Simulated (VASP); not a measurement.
An input for Quantum ESPRESSO's pw.x (written as the equivalent of a VASP run, and not itself run):

```
&CONTROL
  calculation = 'vc-relax'
  pseudo_dir = './pseudo'
  outdir = './out'
  tprnfor = .true.
  tstress = .true.
  nstep = 60
  forc_conv_thr = 0.00039
/
&SYSTEM
  ibrav = 0
  nat = 2
  ntyp = 2
  ecutwfc = 84
  occupations = 'smearing'
  smearing = 'gaussian'
  degauss = 0.003675
  input_dft = 'pbe'
/
&ELECTRONS
  conv_thr = 7.3e-08
  electron_maxstep = 100
/
&IONS
/
&CELL
/
ATOMIC_SPECIES
  Zn 65.380 Zn.upf
  S 32.060 S.upf
CELL_PARAMETERS angstrom
     0.0000000    2.7050000    2.7050000
     2.7050000    0.0000000    2.7050000
     2.7050000    2.7050000    0.0000000
ATOMIC_POSITIONS crystal
  Zn   0.0000000  0.0000000  0.0000000
  S    0.7500000  0.7500000  0.7500000
K_POINTS automatic
  8 8 8 0 0 0
```

Q: Write the VASP files for the same calculation (PBE).

A: This is not unique; one that fits is 
**POSCAR**
```
ZnS
1.0
  0.0000000000   2.7050000000   2.7050000000
  2.7050000000   0.0000000000   2.7050000000
  2.7050000000   2.7050000000   0.0000000000
Zn S
1 1
Direct
  0.0000000000   0.0000000000   0.0000000000
  0.7500000000   0.7500000000   0.7500000000
```

**INCAR**
```
ALGO = Normal
EDIFF = 1E-6
EDIFFG = -0.01
ENCUT = 480
GGA = PE
IBRION = 2
ISIF = 3
ISMEAR = 0
LASPH = .TRUE.
LCHARG = .FALSE.
LMAXMIX = 4
LREAL = .FALSE.
LWAVE = .FALSE.
NELM = 100
NSW = 60
PREC = Accurate
SIGMA = 0.05
SYSTEM = ZnS
```

**KPOINTS**
```
Automatic mesh
0
Gamma
8 8 8
0 0 0
```

POTCAR, in this order: Zn S (PBE.64 set). Program: vasp_std.

What does not carry over: the potentials are each code's own (VASP's PAW set, PseudoDojo norm-conserving files in pw.x), so ENCUT and ecutwfc are chosen apart and not converted; conv_thr bounds pw.x's estimated SCF error, while EDIFF bounds the energy change between steps; forc_conv_thr acts on force components and is met together with etot_conv_thr.

The compound is ZnS in the zinc blende structure. This run relaxes it. Symmetry was kept, so distortions that lower it aren't found.
